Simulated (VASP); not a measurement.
Here is the system:

```xyz
2
Lattice="0.0000 2.2765 2.2765 2.2765 0.0000 2.2765 2.2765 2.2765 0.0000" Properties=species:S:1:pos:R:3 pbc="T T T"
B      0.0000     0.0000     0.0000
Ru     2.2765     2.2765     2.2765
```

Computed with PBE GGA, VASP's PBE PAW potentials (set 64) (plane waves; VASP). Settings: 520 eV cut-off, 7×7×7 Monkhorst-Pack mesh, first-order Methfessel-Paxton smearing of 0.10 eV, potentials B Ru_pv.

Gaps are read on the run's mesh, which can miss a band edge.

What does the run give for the energy per atom (σ→0), pressure, band gap (on the k-mesh) with the smallest direct gap where there is one?

```yaml
band gap (on the k-mesh): none (metal, semimetal or under 0.01 eV)
energy per atom (σ→0): -7.722 eV/atom
pressure: -253.7 kbar
```

Only differences to runs with the same potentials and settings are physical.

The structure was generated: BRu was put into the rocksalt type (Fm-3m), which need not be its known phase. The cell was not relaxed at this level. The k-mesh is coarse (spacing up to 0.34 per Å, 2π included), so the numbers may not be converged in it. The run is one of a series of settings (KPOINTS 7×7×7 Monkhorst-Pack mesh against the base run), some of them coarse on purpose. The electron count is odd and the run is not spin-polarised, which forces a metal.
